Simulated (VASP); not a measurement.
Here is the system:

```
Li2S
1.0
    0.00000     2.57838     2.57838
    2.57838     0.00000     2.57838
    2.57838     2.57838     0.00000
Li S
2 1
Direct
  0.25000   0.25000   0.25000
  0.75000   0.75000   0.75000
  0.00000   0.00000   0.00000
```

The numbers are results of PBEsol GGA, VASP's PBE PAW potentials (set 64) (plane waves; VASP), not measurements. Numerical set-up: 600 eV cut-off, 6×6×6 Γ-centred mesh, Gaussian smearing of 0.050 eV, potentials Li_sv S.

Problem. Estimate the energy per atom (σ→0), pressure, band gap (on the k-mesh) with the smallest direct gap where there is one.

Solution. 
| Quantity | Result |
|---|---|
| band gap (on the k-mesh) | 2.85 eV |
| smallest direct gap (on the k-mesh) | 5.03 eV |
| energy per atom (σ→0) | -3.939 eV/atom |
| pressure | 20.14 GPa |

Only differences to runs with the same potentials and settings are physical.

The compound is Li2S in the antifluorite structure. It was relaxed first under an external pressure of 20 GPa.
